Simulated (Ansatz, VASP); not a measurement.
# Cross-check of CaB6 between VASP and Ansatz

Wanted: the spread between two codes on one cell, functional and k mesh.

Method: plane waves, with VASP 6.6.1 beside it; band structure at PBEsol and band structure at PBE-EpsX with an exact-exchange share of 0.13, in Ansatz 0.2.0.

The database entry behind the starting cell differs from later determinations by our own check (0.1 to 0.3 % short, old inner coordinate), so it need not match the best structure at ambient conditions.

## (1) The starting structure

The structure is cubic, space group Pm-3m (No. 221). The conventional cell has a = 4.145 Å, b = 4.145 Å, c = 4.145 Å, α = 90.00°, β = 90.00°, γ = 90.00°. Nearest to Ca lie 24 B at 3.05 Å. B has 6 B at 1.72 to 2.43 Å and 4 Ca at 3.05 Å nearest. Farther neighbours are not listed.

## (2) Ansatz: band structure, PBEsol

Ansatz runs on its default PAW (the set named soft_2) files.

The same path points are solved in both programs, so levels can be compared one by one.

The input, input.yaml:

```yaml
crystal:
  lattice:
    - [4.145, 0.0, 0.0]
    - [0.0, 4.145, 0.0]
    - [0.0, 0.0, 4.145]
  atoms:
    - { symbol: Ca, position: [0.5, 0.5, 0.5] }
    - { symbol: B, position: [0.0, 0.0, 0.293] }
    - { symbol: B, position: [0.0, 0.0, 0.707] }
    - { symbol: B, position: [0.293, 0.0, 0.0] }
    - { symbol: B, position: [0.707, 0.0, 0.0] }
    - { symbol: B, position: [0.0, 0.293, 0.0] }
    - { symbol: B, position: [0.0, 0.707, 0.0] }
hamiltonian:
  xc: pbesol
  pseudopotentials: { kind: paw }
kpoints:
  mp_grid: { grid: [4, 4, 4] }
  band_path:
    path:
      - [0.0, 0.0, 0.0]
      - [0.0, 0.09091, 0.0]
      - [0.0, 0.18182, 0.0]
      - [0.0, 0.31818, 0.0]
      - [0.0, 0.40909, 0.0]
      - [0.0, 0.5, 0.0]
      - [0.09091, 0.5, 0.0]
      - [0.22727, 0.5, 0.0]
      - [0.31818, 0.5, 0.0]
      - [0.45455, 0.5, 0.0]
      - [0.5, 0.5, 0.0]
      - [0.40909, 0.40909, 0.0]
      - [0.27273, 0.27273, 0.0]
      - [0.18182, 0.18182, 0.0]
      - [0.04545, 0.04545, 0.0]
      - [0.0, 0.0, 0.0]
      - [0.13636, 0.13636, 0.13636]
      - [0.22727, 0.22727, 0.22727]
      - [0.36364, 0.36364, 0.36364]
      - [0.45455, 0.45455, 0.45455]
      - [0.5, 0.5, 0.5]
      - [0.36364, 0.5, 0.36364]
      - [0.27273, 0.5, 0.27273]
      - [0.13636, 0.5, 0.13636]
      - [0.04545, 0.5, 0.04545]
      - [0.5, 0.5, 0.04545]
      - [0.5, 0.5, 0.13636]
      - [0.5, 0.5, 0.27273]
      - [0.5, 0.5, 0.36364]
      - [0.5, 0.5, 0.5]
    npoints: 1
scf:
  occupations: { method: gaussian, width: 0.02 }
  n_extra_bands: 9
output:
  forces: true
  stress: true
  eigenvalues: true
```

On the command line:

```sh
$ ansatz run input.yaml --threads 4 --pin off --max-ram 9216MiB --backend cpu --events-out ev --progress --plain --runs-dir out
```

Numbers of over 12 decimals in the logs are rounded to 6 here.

Log:

```text
scf.n_extra_bands = 9 over 14 filled bands (N_el = 28.0): the run solves 23 bands
Engine: ansatz 0.2.0, x86_64-unknown-linux-gnu
Pseudopotentials: kind: paw
Pseudopotential: Ca, paw, valence charge 10, recommended cutoff 420 eV (normal), Ca.paw.azcp
Pseudopotential: B, paw, valence charge 3, recommended cutoff 420 eV (normal), B.paw.azcp
Functional definition: PBEsol
  exchange = pbesol_x
  correlation = pbesol_c
Crystal: 7 atoms, lattice volume = 71.215 Å³
Basis set: ecut = 420 eV, 1357 PW (Γ), exchange–correlation on 60×60×60 points (8 copies of the dense FFT grid, shifted against one another)
Bands: 23, of which v1, the nominal top of the filled ones, is band 14 counted from 1 (13 counted from 0)
Symmetry: 48 space group operations
Space group: Pm-3m (ITA 221), of the structure as read, at distance tolerance 4.1e-5 Å
k-points: 10 of 64
Non-local potential: Ca, projectors of the file, l = 0: 3, l = 1: 2, l = 2: 2
Non-local potential: B, projectors of the file, l = 0: 2, l = 1: 2, l = 2: 1
PAW form: soft (Blöchl's): semilocal exchange-correlation on the pseudo side does not see the compensation charge
PAW frozen core: Ca, regenerated for the run's functional, and the local potential with it (the file was generated under x = pbe(κ = 0.804, μ = 0.219515), c = pbe(β = 0.066725))
PAW frozen core: B, regenerated for the run's functional, and the local potential with it (the file was generated under x = pbe(κ = 0.804, μ = 0.219515), c = pbe(β = 0.066725))
PAW one-centre angular grid: Ca, 110 points (default); XC on 64 Gauss nodes
PAW one-centre angular grid: B, 110 points (default); XC on 64 Gauss nodes
Initial density: superposition of atomic densities (neutral atoms: chi_scale 0, normalization atom), corrected by the library's trained network
Initial wavefunctions: pseudopotential atomic-orbital guess
Functional: x = pbesol(κ = 0.804, μ = 0.123457), c = pbesol(β = 0.046)
SCF iter   1: F=—  HF=-2712.352430 eV  |F-HF|=—  |Δ(HF+E_count)|=         —  Δρ=3.62e-3  dr2=1.49e-2  ethr=1.77e-3  ⟨swp⟩=8.3  Hψ=1498  notcnv=0  defer=1
preconditioner: auto → Resta (q_TF=auto, 2.335 Å⁻¹)  ε∞=3.6  [insulator: Δε(μ)=0.059 eV  Ē_g=14.022 eV  σ=0.020 eV  W_gap=0.96  n_scr=18 (ndim 8)  ℏωp=22.4 eV  f_vac=0.000  D(μ)=0.58/eV (n_scr^D=0)  ε∞_Penn≈3.6]
SCF iter   2: F=—  HF=-2712.348830 eV  |F-HF|=—  |Δ(HF+E_count)|=   3.60e-3  Δρ=1.88e-3  dr2=3.87e-3  ethr=5.31e-5  ⟨swp⟩=2.7  Hψ=405  notcnv=0  defer=28
SCF iter   3: F=—  HF=-2712.347875 eV  |F-HF|=—  |Δ(HF+E_count)|=   9.55e-4  Δρ=2.60e-4  dr2=3.39e-5  ethr=1.38e-5  ⟨swp⟩=2.3  Hψ=363  notcnv=0  defer=29
SCF iter   4: F=—  HF=-2712.347936 eV  |F-HF|=—  |Δ(HF+E_count)|=   6.12e-5  Δρ=6.06e-5  dr2=3.13e-6  ethr=1.21e-7  ⟨swp⟩=2.5  Hψ=308  notcnv=0  defer=29
SCF iter   5: F=—  HF=-2712.347938 eV  |F-HF|=—  |Δ(HF+E_count)|=   1.73e-6  Δρ=1.40e-5  dr2=1.04e-7  ethr=1.12e-8  ⟨swp⟩=2.2  Hψ=316  notcnv=0  defer=29
SCF iter   6: F=-2712.347938 eV  HF=-2712.347938 eV  |F-HF|=8.02e-9  |Δ(HF+E_count)|=   6.34e-8  Δρ=3.62e-6  dr2=7.67e-9  ethr=3.57e-10  ⟨swp⟩=8.5  Hψ=1013  notcnv=0
SCF 1 converged in 6 iterations: F = -2712.347938 eV  dr2 = 7.67e-9
  greatest PAW one-centre occupation: 0.995 electrons in one spin orbital (limit 2), on the Ca atom at site 0 (counted from 0), in its partial waves of l = 0
NSCF: frozen V_eff on 30 k-points
SCF converged after 6 iterations
Free energy (F): -2712.347938 eV
Harris-Foulkes:  -2712.347938 eV  (|F-HF|=8.02e-9)
Internal energy: -2712.347938 eV  (E = F + TS)
E sigma→0 (E₀):  -2712.347938 eV
Entropy (-TS):   -0.000001 eV (-0.000 meV/atom)
Fermi energy:    8.166739 eV
--- Per-component energies (eV) ---
  E_band       = -94.063496
  E_kinetic    = 579.539142
  E_local      = -875.894597  (includes V_loc(G=0)·N_el)
  E_nonlocal   = 133.057155
  E_hartree    = 276.481058
  E_xc         = -330.598327
  E_vxc        = -402.499451  (∫ρ·V_xc dr)
  E_paw        = -1289.851113  (= ΣΔE_a)
  E_vpaw       = -81.227436  (= ΣTr[D̂ρ^β])
  E_aug_tail   = -0.000024  (compensation charges beyond the density's cutoff)
  E_ewald      = -1205.288291
  E_core_change = 0.207060  (= ΣΔE_core)
  E_smearing   = -0.000001  (= −TS)
  E_closure    = -0.000000  (closes the sum)
  Σ components = -2712.347938   (vs F -2712.347938, Δ=0.00e0)
--- Forces (eV/Å), atoms counted from 1 ---
  atom   1  Ca     0.00000000    -0.00000000     0.00000000
  atom   2  B      0.00000000    -0.00000000     1.28674958
  atom   3  B      0.00000000     0.00000000    -1.28674958
  atom   4  B      1.28674958    -0.00000000     0.00000000
  atom   5  B     -1.28674958     0.00000000     0.00000000
  atom   6  B      0.00000000     1.28674958     0.00000000
  atom   7  B     -0.00000000    -1.28674958     0.00000000
  max |Σ_I F_I| component: 4.44e-16 eV/Å
--- Stress (GPa, compression-positive) ---
        0.007240       0.000000       0.000000
        0.000000       0.007240       0.000000
        0.000000       0.000000       0.007240
  P = ⅓ Tr σ = 0.0072 GPa (0.072 kbar)
--- Band table (eV; the first three rows and the last of 10) ---
  k-point 0: bands = [... 10 lower, 3.2339, 7.7447, 7.7447, 7.7447, 11.3111, 11.3111, 11.3111, 11.6172, ... 5 higher]
  k-point 1: bands = [... 10 lower, 5.0624, 6.6367, 6.6367, 7.9145, 9.2032, 11.8330, 11.8330, 11.9863, ... 5 higher]
  k-point 2: bands = [... 10 lower, 5.8261, 5.8261, 6.6223, 8.1117, 8.2218, 11.4713, 11.4713, 12.0091, ... 5 higher]
  k-point 9: bands = [... 10 lower, 3.9002, 7.2132, 7.2132, 7.2132, 12.4142, 12.9712, 12.9712, 13.0756, ... 5 higher]
```

It took 0.59 s on 4 threads of Intel Xeon Platinum 8488C (Sapphire Rapids), shared host; peak memory 0.39 GiB.

The column dr2 measures how far the density is from self-consistency, as an energy; F and HF (Harris–Foulkes) agree once it is small.

## (3) VASP: band structure, PBEsol

The same cell, functional, mesh and smearing now go to VASP, with its own data sets and cutoff.

Lines of VASP's logs that name or quote its potential files are left out, and so is its time.

The input, INCAR:

```
SYSTEM = CaB6
PREC = Accurate
ENCUT = 420
EDIFF = 1E-06
NELM = 100
ISMEAR = 0
SIGMA = 0.02
LREAL = .FALSE.
ALGO = Normal
GGA = PS
NBANDS = 32
LORBIT = 11
LWAVE = .FALSE.
LCHARG = .FALSE.
KPAR = 8
```

The input, POSCAR:

```
CaB6
1.0
    4.1450000000      0.0000000000      0.0000000000
    0.0000000000      4.1450000000      0.0000000000
    0.0000000000      0.0000000000      4.1450000000
Ca B
1 6
Direct
    0.5000000000      0.5000000000      0.5000000000
    0.0000000000      0.0000000000      0.2930000000
    0.0000000000      0.0000000000      0.7070000000
    0.2930000000      0.0000000000      0.0000000000
    0.7070000000      0.0000000000      0.0000000000
    0.0000000000      0.2930000000      0.0000000000
    0.0000000000      0.7070000000      0.0000000000
```

The input, KPOINTS:

```
Automatic mesh
0
Gamma
4 4 4
0 0 0
```

The input, KPOINTS_OPT:

```
Line mode
12
Line-mode
Reciprocal
  0.00000000   0.00000000   0.00000000 GAMMA
  0.00000000   0.50000000   0.00000000 X

  0.00000000   0.50000000   0.00000000 X
  0.50000000   0.50000000   0.00000000 M

  0.50000000   0.50000000   0.00000000 M
  0.00000000   0.00000000   0.00000000 GAMMA

  0.00000000   0.00000000   0.00000000 GAMMA
  0.50000000   0.50000000   0.50000000 R

  0.50000000   0.50000000   0.50000000 R
  0.00000000   0.50000000   0.00000000 X

  0.50000000   0.50000000   0.00000000 M
  0.50000000   0.50000000   0.50000000 R
```

PAW data sets: Ca_sv and B (PBE family, release 64).

On the command line:

```sh
$ mpirun -np 8 vasp_std
```

Log:

```text
[banner, memory and clock lines left out]
running    8 mpi-ranks, on    1 nodes
 distrk:  each k-point on    1 cores,    8 groups
 distr:  one band on    1 cores,    1 groups

 POSCAR found type information on POSCAR CaB
 POSCAR found :  2 types and       7 ions
|                                                                             |
|           W    W    AA    RRRRR   N    N  II  N    N   GGGG   !!!           |
|           W    W   A  A   R    R  NN   N  II  NN   N  G    G  !!!           |
|           W    W  A    A  R    R  N N  N  II  N N  N  G       !!!           |
|           W WW W  AAAAAA  RRRRR   N  N N  II  N  N N  G  GGG   !            |
|           WW  WW  A    A  R   R   N   NN  II  N   NN  G    G                |
|           W    W  A    A  R    R  N    N  II  N    N   GGGG   !!!           |
|                                                                             |
|     For optimal performance we recommend to set                             |
|       NCORE = 2 up to number-of-cores-per-socket                            |
|     NCORE specifies how many cores store one orbital (NPAR=cpu/NCORE).      |
|     This setting can greatly improve the performance of VASP for DFT.       |
|     The default, NCORE=1 might be grossly inefficient on modern             |
|     multi-core architectures or massively parallel machines. Do your        |
|     Unfortunately you need to use the default for GW and RPA                |
|     calculations (for HF NCORE is supported but not extensively tested      |
|     yet).                                                                   |
|                                                                             |

|                                                                             |
|               ----> ADVICE to this user running VASP <----                  |
|                                                                             |
|     You enforced a specific xc type in the INCAR file but a different       |
|     [... a line on the potential file left out ...]
|     I HOPE YOU KNOW WHAT YOU ARE DOING!                                     |
|                                                                             |

 LDA part: xc-table for (Slater+PW92), standard interpolation
 POSCAR, INCAR and KPOINTS ok, starting setup
 FFT: planning ... GRIDC
 FFT: planning ... GRID_SOFT
 FFT: planning ... GRID
 WAVECAR not read
 entering main loop
       N       E                     dE             d eps       ncg     rms          rms(c)
DAV:   1     0.121277863281E+03    0.12128E+03   -0.10925E+04   640   0.697E+02
DAV:   2    -0.445711725784E+02   -0.16585E+03   -0.15706E+03   752   0.206E+02
DAV:   3    -0.523435973189E+02   -0.77724E+01   -0.76996E+01  1048   0.388E+01
DAV:   4    -0.524772418645E+02   -0.13364E+00   -0.13353E+00   840   0.377E+00
DAV:   5    -0.524779189734E+02   -0.67711E-03   -0.67709E-03   816   0.294E-01    0.104E+01
DAV:   6    -0.477647416714E+02    0.47132E+01   -0.34039E+00   760   0.916E+00    0.514E+00
DAV:   7    -0.469692504353E+02    0.79549E+00   -0.22478E+00   792   0.619E+00    0.154E+00
DAV:   8    -0.469909665660E+02   -0.21716E-01   -0.48878E-01   736   0.320E+00    0.891E-01
DAV:   9    -0.469543302216E+02    0.36636E-01   -0.42164E-02   736   0.102E+00    0.208E-01
DAV:  10    -0.469534121332E+02    0.91809E-03   -0.13472E-02   816   0.491E-01    0.118E-01
DAV:  11    -0.469532498106E+02    0.16232E-03   -0.32224E-03   720   0.254E-01    0.290E-02
DAV:  12    -0.469532204248E+02    0.29386E-04   -0.10571E-04   712   0.497E-02    0.124E-02
DAV:  13    -0.469532234484E+02   -0.30237E-05   -0.10688E-05   792   0.164E-02    0.325E-03
DAV:  14    -0.469532230084E+02    0.44002E-06   -0.26070E-07   440   0.244E-03
   1 F= -.46953223E+02 E0= -.46953223E+02  d E =-.628987E-06
 Start KPOINTS_OPT (optional k-point list driver)
k-point batch [1-10\72]
       N       E                     dE             ncg
DAV:   1    -0.320591980230E+03   -0.26066E+04      640
DAV:   2    -0.186969311993E+04   -0.15491E+04      728
DAV:   3    -0.193816604383E+04   -0.68473E+02     1072
DAV:   4    -0.193955593709E+04   -0.13899E+01      832
DAV:   5    -0.193956039697E+04   -0.44599E-02      792
DAV:   6    -0.193956048093E+04   -0.83951E-04      800
DAV:   7    -0.193956048260E+04   -0.16708E-05      704
DAV:   8    -0.193956048265E+04   -0.56953E-07      512
[...]
k-point batch [71-72\72]
       N       E                     dE             ncg
DAV:   1     0.707963048634E+04   -0.18727E+04      128
DAV:   2     0.673809418121E+04   -0.34154E+03      168
DAV:   3     0.672202244598E+04   -0.16072E+02      200
DAV:   4     0.672186157690E+04   -0.16087E+00      152
DAV:   5     0.672185998728E+04   -0.15896E-02      136
DAV:   6     0.672185996242E+04   -0.24862E-04      160
DAV:   7     0.672185996198E+04   -0.44562E-06      128
```

From OUTCAR (step 3):

```text
ion  position               nearest neighbor table
   1  0.500  0.500  0.500-
   2  0.000  0.000  0.293-   3 1.72   4 1.72   5 1.72   6 1.72   7 1.72
   3  0.000  0.000  0.707-   2 1.72   4 1.72   5 1.72   6 1.72   7 1.72
   4  0.293  0.000  0.000-   5 1.72   3 1.72   2 1.72   6 1.72   7 1.72
   5  0.707  0.000  0.000-   4 1.72   3 1.72   2 1.72   6 1.72   7 1.72
   6  0.000  0.293  0.000-   7 1.72   3 1.72   4 1.72   5 1.72   2 1.72
   7  0.000  0.707  0.000-   6 1.72   3 1.72   4 1.72   5 1.72   2 1.72

  LATTYP: Found a simple cubic cell.
 ALAT       =     4.1450000000

 Subroutine GETGRP returns: Found 48 space group operations
 (whereof 48 operations were pure point group operations)

The static configuration has the point symmetry O_h .

 Found     10 irreducible k-points:

   k-points           NKPTS =     10   k-points in BZ     NKDIM =     10   number of bands    NBANDS=     32

   dimension x,y,z NGX =    28 NGY =   28 NGZ =   28
   dimension x,y,z NGXF=    56 NGYF=   56 NGZF=   56

   ENCUT  =  420.0 eV  30.87 Ry    5.56 a.u.   6.93  6.93  6.93*2*pi/ulx,y,z

   NELECT =      28.0000    total number of electrons

 k-points in reciprocal lattice and weights: Automatic mesh
   0.00000000  0.00000000  0.00000000       0.016
   0.25000000  0.00000000  0.00000000       0.094
   0.50000000  0.00000000  0.00000000       0.047
   0.25000000  0.25000000  0.00000000       0.188
   0.50000000  0.25000000  0.00000000       0.188
   0.50000000  0.50000000  0.00000000       0.047
   0.25000000  0.25000000  0.25000000       0.125
   0.50000000  0.25000000  0.25000000       0.188
   0.50000000  0.50000000  0.25000000       0.094
   0.50000000  0.50000000  0.50000000       0.016

 average (electrostatic) potential at core
       1 -45.2702       2 -26.7590       3 -26.7590       4 -26.7590       5 -26.7590
       6 -26.7590       7 -26.7590

 E-fermi :   4.4734

 k-point     1 :       0.0000    0.0000    0.0000
  band No.  band energies     occupation
    ...
     10      -0.4516      2.00000
     11      -0.4516      2.00000
     12       4.0495      2.00000
     13       4.0495      2.00000
     14       4.0495      2.00000
     15       7.6220      0.00000
     16       7.6220      0.00000
     17       7.6220      0.00000
     18       7.9309      0.00000
     19       7.9309      0.00000
    ...

 k-point     2 :       0.2500    0.0000    0.0000
  band No.  band energies     occupation
    ...
     10      -0.2542      2.00000
     11       1.3783      2.00000
     12       2.9427      2.00000
     13       2.9427      2.00000
     14       4.2203      2.00000
     15       5.5118      0.00000
     16       8.1456      0.00000
     17       8.1456      0.00000
     18       8.3005      0.00000
     19       8.7952      0.00000
    ...

 k-point     3 :       0.5000    0.0000    0.0000
  band No.  band energies     occupation
    ...
     10      -0.0174      2.00000
     11       2.1330      2.00000
     12       2.1330      2.00000
     13       2.9409      2.00000
     14       4.4188      1.99988
     15       4.5279      0.00012
     16       7.7843      0.00000
     17       7.7843      0.00000
     18       8.3218      0.00000
     19       8.3336      0.00000
    ...

  Total        0.1974045      0.1974045      0.1974045     -0.0000000     -0.0000000      0.0000000
  in kB        4.4411355      4.4411355      4.4411355     -0.0000000     -0.0000000      0.0000000
  external PRESSURE =       4.4411355 kB  Pullay stress =       0.0000000 kB

  energy-cutoff  :      420.00
  volume of cell :       71.22
      direct lattice vectors                 reciprocal lattice vectors
     4.145000000  0.000000000  0.000000000     0.241254524  0.000000000  0.000000000
     0.000000000  4.145000000  0.000000000     0.000000000  0.241254524  0.000000000
     0.000000000  0.000000000  4.145000000     0.000000000  0.000000000  0.241254524

 POSITION                                       TOTAL-FORCE (eV/Angst)
 -----------------------------------------------------------------------------------
      2.07250      2.07250      2.07250         0.000000     -0.000000     -0.000000
      0.00000      0.00000      1.21448         0.000000     -0.000000      1.325635
      0.00000      0.00000      2.93052         0.000000     -0.000000     -1.325635
      1.21448      0.00000      0.00000         1.325635     -0.000000     -0.000000
      2.93052      0.00000      0.00000        -1.325635     -0.000000     -0.000000
      0.00000      1.21448      0.00000         0.000000      1.325635      0.000000
      0.00000      2.93052      0.00000        -0.000000     -1.325635     -0.000000
 -----------------------------------------------------------------------------------
    total drift:                                0.000000      0.000000      0.000000

  FREE ENERGIE OF THE ION-ELECTRON SYSTEM (eV)
  ---------------------------------------------------
  free  energy   TOTEN  =       -46.9532230084 eV

  energy  without entropy=      -46.9532223794  energy(sigma->0) =      -46.95322269

 total charge
# of ion       s       p       d       tot
------------------------------------------
    1        2.012   5.838   0.207   8.057
    2        0.697   1.387   0.000   2.084
    3        0.697   1.387   0.000   2.084
    4        0.697   1.387   0.000   2.084
    5        0.697   1.387   0.000   2.084
    6        0.697   1.387   0.000   2.084
    7        0.697   1.387   0.000   2.084
--------------------------------------------------
tot          6.192  14.160   0.207  20.559

[... 3 further parts left out ...]
```

The run ends at a pressure of 0.44 GPa, with forces up to 1.3 eV/Å.

[end of part 1 of 2]

[Lines on the potential files, build, host, timing and source positions are cut from VASP's logs without a mark.]

[Logs are printed without paths, hosts, clocks, repeated set-up lines and the standing remarks that a program may print on its own settings, such as how far it seeks lower states.]

[Hosts, paths, dates, database ids (printed as entryN), source tags and the programs' standing remarks are cut or masked in the printed files.]
